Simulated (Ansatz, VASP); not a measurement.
# Si126BC21 (amorphous Si0.85C0.15): VASP beside Ansatz

Wanted: the spread between two codes on one cell, functional and k mesh. Of the first pair: The structure shown is the start of the Ansatz relaxation below; VASP solves that cell, so the two are compared at the walk's first step.

Main program and level: Ansatz 0.2.0; plane waves, with VASP 6.6.1 beside it; single point at PBE.

## Step 1: The structure

The cell holds 148 atoms: 126 Si, 21 C and 1 B. Its edges and angles: a = 13.515 Å, b = 13.515 Å, c = 13.515 Å, α = 90.0°, β = 90.0°, γ = 90.0°. It derives from Si63C11 (amorphous Si0.85C0.15). As first built, before any earlier steps moved the atoms (in the runner's words): 148 atoms (126 Si, 22 C) placed at random at 2.56 g/cm^3, melted at 4500 K for 10 ps at fixed volume with the Erhart-Albe potential (Erhart and Albe, Phys. Rev. B 71, 035211 (2005)). Quenched from 4500 K to 100 K at 50 K/ps and fixed volume, held 5 ps. Nearest the centre at fractional (0.984, 0.278, 0.148): B148 at 0.00 Å, Si20 at 1.89 Å, Si9 at 1.91 Å, Si62 at 1.92 Å, Si12 at 1.92 Å, Si11 at 3.30 Å, Si83 at 3.40 Å, Si38 at 3.52 Å.

## Step 2: Ansatz: relaxation, PBE

Ansatz runs on its PAW soft_1 files.

The two programs are compared at the cell with which this relaxation starts, whose forces are those of its first step.

input.yaml reads:

```yaml
crystal:
  lattice:
    - [13.5152, 0.0, 0.0]
    - [0.0, 13.5152, 0.0]
    - [0.0, 0.0, 13.5152]
  atoms:
    - { symbol: Si, position: [0.55569, 0.17416, 0.97458] }
    - { symbol: Si, position: [0.17757, 0.98795, 0.31032] }
[... 6 atom lines left out ...]
    - { symbol: Si, position: [0.00181, 0.24006, 0.28319] }
[... 1 atom line left out ...]
    - { symbol: Si, position: [0.08652, 0.29294, 0.92752] }
    - { symbol: Si, position: [0.94056, 0.16801, 0.06806] }
    - { symbol: Si, position: [0.99319, 0.43176, 0.88845] }
[... 2 atom lines left out ...]
    - { symbol: Si, position: [0.07042, 0.06626, 0.01451] }
[... 1 atom line left out ...]
    - { symbol: Si, position: [0.63638, 0.49454, 0.09001] }
[... 1 atom line left out ...]
    - { symbol: Si, position: [0.10762, 0.31765, 0.09739] }
[... 11 atom lines left out ...]
    - { symbol: Si, position: [0.94071, 0.96502, 0.19885] }
[... 1 atom line left out ...]
    - { symbol: Si, position: [0.23502, 0.35114, 0.87024] }
[... 1 atom line left out ...]
    - { symbol: Si, position: [0.79434, 0.40579, 0.37155] }
[... 1 atom line left out ...]
    - { symbol: Si, position: [0.72743, 0.2935, 0.19426] }
[... 3 atom lines left out ...]
    - { symbol: Si, position: [0.77059, 0.61524, 0.09656] }
[... 6 atom lines left out ...]
    - { symbol: Si, position: [0.63987, 0.31824, 0.04003] }
    - { symbol: Si, position: [0.88787, 0.55668, 0.33792] }
    - { symbol: Si, position: [0.84869, 0.43952, 0.97708] }
    - { symbol: Si, position: [0.29958, 0.10613, 0.34686] }
[... 3 atom lines left out ...]
    - { symbol: Si, position: [0.9197, 0.54308, 0.16553] }
    - { symbol: Si, position: [0.0802, 0.13445, 0.8484] }
[... 4 atom lines left out ...]
    - { symbol: Si, position: [0.87994, 0.37393, 0.13742] }
[... 3 atom lines left out ...]
    - { symbol: Si, position: [0.17452, 0.46722, 0.16546] }
    - { symbol: Si, position: [0.27217, 0.27094, 0.31465] }
[... 2 atom lines left out ...]
    - { symbol: Si, position: [0.15117, 0.48816, 0.33836] }
[... 4 atom lines left out ...]
    - { symbol: Si, position: [0.8152, 0.07638, 0.14965] }
    - { symbol: Si, position: [0.05051, 0.89929, 0.06944] }
[... 6 atom lines left out ...]
    - { symbol: Si, position: [0.84342, 0.23409, 0.35274] }
    - { symbol: Si, position: [0.756, 0.03748, 0.93122] }
    - { symbol: Si, position: [0.24039, 0.22349, 0.15334] }
[... 2 atom lines left out ...]
    - { symbol: Si, position: [0.08229, 0.59973, 0.10075] }
[... 1 atom line left out ...]
    - { symbol: Si, position: [0.95415, 0.03245, 0.45307] }
[... 2 atom lines left out ...]
    - { symbol: Si, position: [0.21868, 0.05809, 0.10706] }
[... 1 atom line left out ...]
    - { symbol: Si, position: [0.11822, 0.32578, 0.38514] }
    - { symbol: Si, position: [0.93008, 0.14003, 0.75978] }
[... 2 atom lines left out ...]
    - { symbol: Si, position: [0.85797, 0.17616, 0.91561] }
[... 1 atom line left out ...]
    - { symbol: Si, position: [0.85041, 0.15665, 0.50907] }
    - { symbol: Si, position: [0.75931, 0.31263, 0.90668] }
[... 1 atom line left out ...]
    - { symbol: Si, position: [0.67425, 0.06937, 0.31586] }
    - { symbol: Si, position: [0.02856, 0.07103, 0.30164] }
[... 6 atom lines left out ...]
    - { symbol: Si, position: [0.11798, 0.57299, 0.92741] }
[... 2 atom lines left out ...]
    - { symbol: Si, position: [0.34853, 0.46121, 0.12457] }
[... 11 atom lines left out ...]
    - { symbol: C, position: [0.72068, 0.00651, 0.06503] }
[... 7 atom lines left out ...]
    - { symbol: C, position: [0.67494, 0.3868, 0.29122] }
[... 5 atom lines left out ...]
    - { symbol: C, position: [0.22677, 0.94053, 0.18566] }
[... 5 atom lines left out ...]
    - { symbol: C, position: [0.76291, 0.16433, 0.25165] }
    - { symbol: B, position: [0.98358, 0.27751, 0.14804] }
kpoints:
  mp_grid: { grid: [1, 1, 1] }
hamiltonian:
  xc: pbe
  pseudopotentials: { kind: paw, azcp: { folder: soft_1 } }
scf:
  occupations: { method: gaussian, width: 0.025 }
output:
  forces: true
  eigenvalues: true
relax:
  f_tol: 0.05
  max_steps: 90
```

Run with:

```console
$ ansatz run input.yaml --threads 4 --pin off --max-ram 15872MiB --backend cpu --events-out ev --progress --plain --runs-dir out
```

Numbers of over 12 decimals in the logs are rounded to 6 here.

Log:

```text
Engine: ansatz 0.2.0, aarch64-unknown-linux-gnu
Pseudopotentials: kind: paw
Pseudopotential: Si, paw, valence charge 4, recommended cutoff 420 eV (normal), soft_1/Si.paw.azcp
Pseudopotential: C, paw, valence charge 4, recommended cutoff 420 eV (normal), soft_1/C.paw.azcp
Pseudopotential: B, paw, valence charge 3, recommended cutoff 420 eV (normal), soft_1/B.paw.azcp
Functional definition: PBE
  parameter kappa = 0.804
  parameter beta = 0.066725
  exchange = pbe_x(kappa = kappa, mu = beta*pi^2/3)
  correlation = pbe_c(beta = beta)
Crystal: 148 atoms, lattice volume = 2468.695 Å³
Basis set: ecut = 420 eV, 48489 PW (Γ), exchange–correlation on 192×192×192 points (8 copies of the dense FFT grid, shifted against one another)
Bands: 444, of which v1, the nominal top of the filled ones, is band 296 counted from 1 (295 counted from 0)
Symmetry: 1 space group operations
Space group: P1 (ITA 1), of the structure as read, at distance tolerance 1.4e-4 Å
k-points: 1
Non-local potential: Si, projectors of the file, l = 0: 2, l = 1: 2, l = 2: 1
Non-local potential: C, projectors of the file, l = 0: 2, l = 1: 2, l = 2: 1
Non-local potential: B, projectors of the file, l = 0: 2, l = 1: 2, l = 2: 1
PAW form: soft (Blöchl's): semilocal exchange-correlation on the pseudo side does not see the compensation charge
PAW one-centre angular grid: Si, 110 points (default); XC on 64 Gauss nodes
PAW one-centre angular grid: C, 110 points (default); XC on 64 Gauss nodes
PAW one-centre angular grid: B, 110 points (default); XC on 64 Gauss nodes
Initial density: superposition of atomic densities (chi_scale 0.1, normalization cell, long waves kept (reshape's long-wave potential 0.97 eV rms))
Initial wavefunctions: pseudopotential atomic-orbital guess
Functional: x = pbe(κ = 0.804, μ = 0.219515), c = pbe(β = 0.066725)
SCF iter   1: F=—  HF=-85531.366081 eV  |F-HF|=—  |Δ(HF+E_count)|=         —  Δρ=5.98e-2  dr2=3.49e2  ethr=3.10e-3  ⟨swp⟩=7.0  Hψ=2314  notcnv=0  defer=53
preconditioner: auto → Kerker (q_TF=auto, 2.150 Å⁻¹)  [metal: Δε(μ)=0.026 eV  Ē_g=8.492 eV  σ=0.025 eV  W_gap=0.44  n_scr=436 (ndim 8)  ℏωp=18.2 eV  f_vac=0.000  D(μ)=79.69/eV (n_scr^D=618)]
SCF iter   2: F=—  HF=-85505.092021 eV  |F-HF|=—  |Δ(HF+E_count)|=    2.63e1  Δρ=3.41e-2  dr2=1.47e2  ethr=3.10e-3  ⟨swp⟩=2.0  Hψ=815  notcnv=0  defer=138
preconditioner: auto → Resta (q_TF=auto, 2.150 Å⁻¹)  ε∞=5.6  [insulator: Δε(μ)=0.106 eV  Ē_g=8.431 eV  σ=0.025 eV  W_gap=0.50  n_scr=436 (ndim 8)  ℏωp=18.2 eV  f_vac=0.000  D(μ)=45.14/eV (n_scr^D=250)  ε∞_Penn≈5.6]
SCF iter   3: F=—  HF=-85486.816074 eV  |F-HF|=—  |Δ(HF+E_count)|=    1.83e1  Δρ=7.76e-3  dr2=7.86e0  ethr=3.10e-3  ⟨swp⟩=4.0  Hψ=1136  notcnv=0  defer=141
SCF iter   4: F=—  HF=-85486.100208 eV  |F-HF|=—  |Δ(HF+E_count)|=   7.16e-1  Δρ=3.29e-3  dr2=4.18e-1  ethr=1.33e-3  ⟨swp⟩=4.0  Hψ=358  notcnv=0  defer=141
SCF iter   5: F=—  HF=-85486.111584 eV  |F-HF|=—  |Δ(HF+E_count)|=   1.14e-2  Δρ=8.21e-4  dr2=4.09e-2  ethr=7.06e-5  ⟨swp⟩=3.0  Hψ=727  notcnv=0  defer=141
SCF iter   6: F=—  HF=-85486.116215 eV  |F-HF|=—  |Δ(HF+E_count)|=   4.63e-3  Δρ=2.84e-4  dr2=7.04e-3  ethr=6.92e-6  ⟨swp⟩=2.0  Hψ=599  notcnv=0  defer=141
SCF iter   7: F=—  HF=-85486.117667 eV  |F-HF|=—  |Δ(HF+E_count)|=   1.45e-3  Δρ=1.04e-4  dr2=8.07e-4  ethr=1.19e-6  ⟨swp⟩=2.0  Hψ=740  notcnv=0  defer=141
SCF iter   8: F=—  HF=-85486.117919 eV  |F-HF|=—  |Δ(HF+E_count)|=   2.52e-4  Δρ=3.19e-5  dr2=8.83e-5  ethr=1.37e-7  ⟨swp⟩=2.0  Hψ=459  notcnv=0  defer=141
SCF iter   9: F=-85486.117945 eV  HF=-85486.117946 eV  |F-HF|=8.89e-7  |Δ(HF+E_count)|=   2.73e-5  Δρ=1.03e-5  dr2=6.60e-6  ethr=1.06e-8  ⟨swp⟩=17.0  Hψ=3349  notcnv=0
SCF 1 converged in 9 iterations: F = -85486.117945 eV  dr2 = 6.60e-6
  greatest PAW one-centre occupation: 0.687 electrons in one spin orbital (limit 2), on the Si atom at site 16 (counted from 0), in its partial waves of l = 0
relax step   1: F+E_penalty+E_count = -85486.11794543 eV  Δ(F+E_penalty+E_count) = +0.000e0 eV  max|allowed force component| = 1.129e0 eV/Å  Δτ_max = 0.0000 Å  (9 SCF iters, dr2 threshold 6.25e-5 eV, accepted)
Initial density: handed on by an earlier stage of this run
Initial wavefunctions: those handed on with the density
iter 1 solved again at ethr=2.36e-5 eV; its pass at ethr=3.10e-3 eV (dr2=1.39e-1 eV) is discarded
SCF iter   1: F=—  HF=-85486.313515 eV  |F-HF|=—  |Δ(HF+E_count)|=         —  Δρ=1.85e-3  dr2=1.39e-1  ethr=2.36e-5  ⟨swp⟩=2.0  Hψ=1129  notcnv=0  defer=143
preconditioner: auto → Resta (q_TF=auto, 2.150 Å⁻¹)  ε∞=5.7  [insulator: Δε(μ)=0.129 eV  Ē_g=8.403 eV  σ=0.025 eV  W_gap=0.50  n_scr=436 (ndim 8)  ℏωp=18.2 eV  f_vac=0.000  D(μ)=45.14/eV (n_scr^D=250)  ε∞_Penn≈5.7]
SCF iter   2: F=—  HF=-85486.293073 eV  |F-HF|=—  |Δ(HF+E_count)|=   2.04e-2  Δρ=9.29e-4  dr2=2.63e-2  ethr=2.35e-5  ⟨swp⟩=2.0  Hψ=394  notcnv=0  defer=143
[...]
- { symbol: Si, position: [0.735762, 0.963183, 0.596159] }
    - { symbol: Si, position: [0.024795, 0.686981, 0.844511] }
    - { symbol: Si, position: [0.369490, 0.373720, 0.975578] }
    - { symbol: Si, position: [0.337543, 0.916571, 0.625528] }
    - { symbol: Si, position: [0.072056, 0.964714, 0.558905] }
    - { symbol: Si, position: [0.568800, 0.872076, 0.606549] }
    - { symbol: Si, position: [0.640026, 0.320097, 0.033584] }
    - { symbol: Si, position: [0.888128, 0.555659, 0.338257] }
    - { symbol: Si, position: [0.847099, 0.441544, 0.975397] }
    - { symbol: Si, position: [0.299110, 0.106098, 0.346164] }
    - { symbol: Si, position: [0.537012, 0.637226, 0.997070] }
    - { symbol: Si, position: [0.277426, 0.657150, 0.945325] }
    - { symbol: Si, position: [0.337608, 0.708078, 0.217684] }
    - { symbol: Si, position: [0.916115, 0.545359, 0.165188] }
    - { symbol: Si, position: [0.080435, 0.138034, 0.849990] }
    - { symbol: Si, position: [0.536740, 0.236634, 0.644024] }
    - { symbol: Si, position: [0.606338, 0.597464, 0.803627] }
    - { symbol: Si, position: [0.220017, 0.905954, 0.864949] }
    - { symbol: Si, position: [0.429335, 0.904999, 0.020727] }
    - { symbol: Si, position: [0.874924, 0.377460, 0.134975] }
    - { symbol: Si, position: [0.363367, 0.934050, 0.233972] }
    - { symbol: Si, position: [0.692672, 0.173546, 0.680019] }
    - { symbol: Si, position: [0.282693, 0.654519, 0.551779] }
    - { symbol: Si, position: [0.180256, 0.468247, 0.166172] }
[...]
- { symbol: Si, position: [0.815824, 0.739736, 0.690255] }
    - { symbol: Si, position: [0.203136, 0.497306, 0.791547] }
    - { symbol: Si, position: [0.476967, 0.226116, 0.813412] }
    - { symbol: Si, position: [0.636330, 0.789056, 0.204884] }
    - { symbol: Si, position: [0.932455, 0.257499, 0.624133] }
    - { symbol: Si, position: [0.529710, 0.096477, 0.224822] }
    - { symbol: Si, position: [0.443037, 0.984007, 0.408196] }
    - { symbol: Si, position: [0.397951, 0.812131, 0.358069] }
    - { symbol: C, position: [0.718744, 0.00695829, 0.063843] }
    - { symbol: C, position: [0.669300, 0.653700, 0.194746] }
    - { symbol: C, position: [0.694160, 0.696649, 0.628563] }
    - { symbol: C, position: [0.375304, 0.601943, 0.851645] }
    - { symbol: C, position: [0.655979, 0.622080, 0.371256] }
    - { symbol: C, position: [0.337290, 0.531485, 0.788278] }
    - { symbol: C, position: [0.625389, 0.478261, 0.239532] }
    - { symbol: C, position: [0.525717, 0.746541, 0.674914] }
    - { symbol: C, position: [0.674769, 0.387237, 0.293410] }
    - { symbol: C, position: [0.728624, 0.104646, 0.563031] }
    - { symbol: C, position: [0.812342, 0.814089, 0.376790] }
    - { symbol: C, position: [0.792753, 0.944070, 0.842579] }
    - { symbol: C, position: [0.414908, 0.051255, 0.287868] }
    - { symbol: C, position: [0.650069, 0.583018, 0.270226] }
    - { symbol: C, position: [0.226234, 0.940429, 0.185862] }
    - { symbol: C, position: [0.481555, 0.630813, 0.863844] }
    - { symbol: C, position: [0.470464, 0.969362, 0.639394] }
    - { symbol: C, position: [0.180321, 0.855751, 0.120858] }
    - { symbol: C, position: [0.855149, 0.374149, 0.656799] }
    - { symbol: C, position: [0.614274, 0.685585, 0.694088] }
    - { symbol: C, position: [0.762663, 0.164583, 0.251041] }
    - { symbol: B, position: [0.983386, 0.278837, 0.149178] }
```

## Step 3: VASP: single point, PBE, start cell, pair 1

The same cell, functional, mesh and smearing now go to VASP, with its own data sets.

Lines of VASP's logs that name or quote its potential files are left out, and so is its time.

INCAR reads:

```
SYSTEM = Si126BC21
PREC = Accurate
ENCUT = 520
EDIFF = 1E-06
NELM = 120
ISMEAR = 0
SIGMA = 0.025
LREAL = Auto
ALGO = Normal
GGA = PE
NBANDS = 399
LORBIT = 11
LWAVE = .FALSE.
LCHARG = .FALSE.
ISIF = 2
LASPH = .TRUE.
GGA_COMPAT = .FALSE.
```

POSCAR reads:

```
Si126BC21
1.0
   13.5152000000      0.0000000000      0.0000000000
    0.0000000000     13.5152000000      0.0000000000
    0.0000000000      0.0000000000     13.5152000000
Si C B
126 21 1
Direct
    0.5556928495      0.1741594649      0.9745767728
    0.1775704392      0.9879469042      0.3103172724
[... 6 atom lines left out ...]
    0.0018127738      0.2400630401      0.2831922576
[... 1 atom line left out ...]
    0.0865174026      0.2929368415      0.9275186457
    0.9405632177      0.1680108322      0.0680567065
    0.9931928495      0.4317583166      0.8884515213
[... 2 atom lines left out ...]
    0.0704170120      0.0662587309      0.0145095892
[... 1 atom line left out ...]
    0.6363797798      0.4945394815      0.0900097668
[... 1 atom line left out ...]
    0.1076195691      0.3176497573      0.0973866461
[... 11 atom lines left out ...]
    0.9407111992      0.9650171659      0.1988501835
[... 1 atom line left out ...]
    0.2350168699      0.3511379780      0.8702423937
[... 1 atom line left out ...]
    0.7943426660      0.4057875577      0.3715520303
[... 1 atom line left out ...]
    0.7274328164      0.2934991713      0.1942627560
[... 3 atom lines left out ...]
    0.7705916302      0.6152406180      0.0965579496
[... 6 atom lines left out ...]
    0.6398721440      0.3182416834      0.0400290044
    0.8878669942      0.5566769267      0.3379232272
    0.8486888836      0.4395199479      0.9770776607
    0.2995812123      0.1061323547      0.3468613117
[... 3 atom lines left out ...]
    0.9196978217      0.5430774239      0.1655321416
    0.0801985912      0.1344486208      0.8484003196
[... 4 atom lines left out ...]
    0.8799425832      0.3739271339      0.1374230496
[... 3 atom lines left out ...]
    0.1745220197      0.4672220907      0.1654581508
    0.2721676335      0.2709393868      0.3146531313
[... 2 atom lines left out ...]
    0.1511705339      0.4881614774      0.3383597727
[... 4 atom lines left out ...]
    0.8152006630      0.0763806677      0.1496537232
    0.0505134959      0.8992911685      0.0694403338
[... 6 atom lines left out ...]
    0.8434207411      0.2340919853      0.3527435776
    0.7560006511      0.0374763230      0.9312181840
    0.2403885995      0.2234891086      0.1533384634
[... 2 atom lines left out ...]
    0.0822925299      0.5997321534      0.1007532260
[... 1 atom line left out ...]
    0.9541479223      0.0324523499      0.4530676572
[... 2 atom lines left out ...]
    0.2186797088      0.0580901503      0.1070572393
[... 1 atom line left out ...]
    0.1182224458      0.3257813425      0.3851367349
    0.9300787262      0.1400275246      0.7597815793
[... 2 atom lines left out ...]
    0.8579673257      0.1761572156      0.9156135314
[... 1 atom line left out ...]
    0.8504128685      0.1566532497      0.5090712679
    0.7593080384      0.3126331834      0.9066828460
[... 1 atom line left out ...]
    0.6742482538      0.0693663431      0.3158591808
    0.0285604357      0.0710311353      0.3016381556
[... 6 atom lines left out ...]
    0.1179782763      0.5729918906      0.9274076595
[... 2 atom lines left out ...]
    0.3485335030      0.4612066414      0.1245708536
[... 11 atom lines left out ...]
    0.7206774595      0.0065111874      0.0650304842
[... 7 atom lines left out ...]
    0.6749363679      0.3868015272      0.2912202557
[... 5 atom lines left out ...]
    0.2267668995      0.9405336214      0.1856576299
[... 5 atom lines left out ...]
    0.7629113887      0.1643334912      0.2516499941
    0.9835814490      0.2775097668      0.1480407245
```

KPOINTS reads:

```
Automatic mesh
0
Gamma
1 1 1
0 0 0
```

The projector-augmented-wave data sets are Si, C and B (PBE family, release 64).

Run with:

```console
$ export OMP_NUM_THREADS=3
$ mpirun -np 1 vasp_gam
```

Log:

```text
[banner, memory and clock lines left out]
running    1 mpi-ranks, on    1 nodes
[...]
Offloading initialized ...    1 GPUs detected
[...]
LDA part: xc-table for (Slater+PW92), standard interpolation
 POSCAR, INCAR and KPOINTS ok, starting setup
[...]
entering main loop
       N       E                     dE             d eps       ncg     rms          rms(c)
DAV:   1     0.311472264298E+04    0.31147E+04   -0.27129E+05   798   0.134E+03
DAV:   2    -0.440330811953E+03   -0.35551E+04   -0.33304E+04   997   0.235E+02
DAV:   3    -0.858646820591E+03   -0.41832E+03   -0.40360E+03  1012   0.721E+01
DAV:   4    -0.876013183768E+03   -0.17366E+02   -0.17159E+02   980   0.164E+01
[...]
DAV:  18    -0.832143319488E+03    0.49817E-06   -0.10857E-05  1060   0.565E-03    0.739E-03
DAV:  19    -0.832143321676E+03   -0.21887E-05   -0.13767E-05   988   0.449E-03    0.420E-03
DAV:  20    -0.832143321405E+03    0.27123E-06   -0.12867E-06   508   0.194E-03
   1 F= -.83214332E+03 E0= -.83213627E+03  d E =-.141057E-01
```

OUTCAR, selected parts (step 3):

```text
  Total        6.7825906     45.1191047     42.9122950    -21.3570239    -11.1076845    -10.5197315
  in kB        4.4018856     29.2821948     27.8499804    -13.8606592     -7.2088616     -6.8272814
  external PRESSURE =      20.5113536 kB  Pullay stress =       0.0000000 kB

 POSITION                                       TOTAL-FORCE (eV/Angst)
 -----------------------------------------------------------------------------------
      7.51030      2.35380     13.17160         0.009562      0.025826     -0.064449
      2.39990     13.35230      4.19400        -0.015047      0.011102      0.007227
[...]
1.23290      4.34050      7.57010         0.063161      0.015555      0.004205
      9.75910     11.70560      1.02880         0.049702      0.019451     -0.020004
     11.01760      1.03230      2.02260         0.051767     -0.050059     -0.125980
      0.68270     12.15410      0.93850        -0.003451      0.048875     -0.021607
      4.27340      1.89040      6.96590        -0.006621      0.010265     -0.009556
      6.39200     11.10350      2.21040        -0.085442     -0.022401      0.022654
      7.79450      0.37690      0.95970         0.012430      0.033340     -0.031612
      8.23970      5.01310      7.43230         0.003826     -0.004055      0.001211
      7.28860      9.07330      5.72250        -0.014695     -0.002032      0.010316
      6.99590     11.76430     11.90230        -0.018094      0.006693     -0.014010
     11.39900      3.16380      4.76740         0.108625     -0.083394      0.142517
[...]
-----------------------------------------------------------------------------------
    total drift:                                0.023744      0.012324     -0.009964

  FREE ENERGIE OF THE ION-ELECTRON SYSTEM (eV)
  ---------------------------------------------------
  free  energy   TOTEN  =      -832.1433214050 eV

  energy  without entropy=     -832.1292156888  energy(sigma->0) =     -832.13626855

[... 3 further parts left out ...]
[key lines of the parts left out:]
E-fermi :   6.9697
```

This run has no spin polarisation. Its electron count is odd, so without a moment it is a metal by construction.

## Step 4: Comparison

Known differences besides the potentials themselves: the cutoff is 420 eV in Ansatz and 520 eV in VASP (PREC = Accurate, projectors in real space). Total energies have different zeros and are not compared.

Forces on 10 of the 148 atoms, those with the largest forces and the largest differences (eV/Å; atoms numbered as in POSCAR):

```
atom          Ansatz x, y, z            VASP x, y, z
 Si9    0.165, -0.247, 1.129    0.164, -0.251, 1.136
Si12  -0.384, -0.813, -0.641  -0.386, -0.819, -0.645
Si20    1.076, 0.367, -0.381    1.081, 0.365, -0.382
Si49   0.002, -0.009, -0.200   0.002, -0.013, -0.202
Si62   -0.703, 0.727, -0.196   -0.705, 0.730, -0.201
Si83    0.102, -0.084, 0.137    0.109, -0.083, 0.143
C128     0.016, 0.007, 0.020    0.024, 0.047, -0.022
C129    0.008, -0.011, 0.092    0.045, -0.015, 0.072
C132    -0.025, 0.004, 0.011  -0.045, -0.033, -0.022
B148    -0.180, 0.080, 0.049    -0.182, 0.082, 0.050
```

The forces differ by 6.8 meV/Å r.m.s., which is 5.8 % of the r.m.s. force of 0.116 eV/Å (both taken over all components).

[end of part 1 of 2]

[Lines on the potential files, build, host, timing and source positions are cut from VASP's logs without a mark.]

[Logs are printed without paths, hosts, clocks, repeated set-up lines and the standing remarks that a program may print on its own settings, such as how far it seeks lower states.]

[Hosts, paths, dates, database ids (printed as entryN), source tags and the programs' standing remarks are cut or masked in the printed files.]
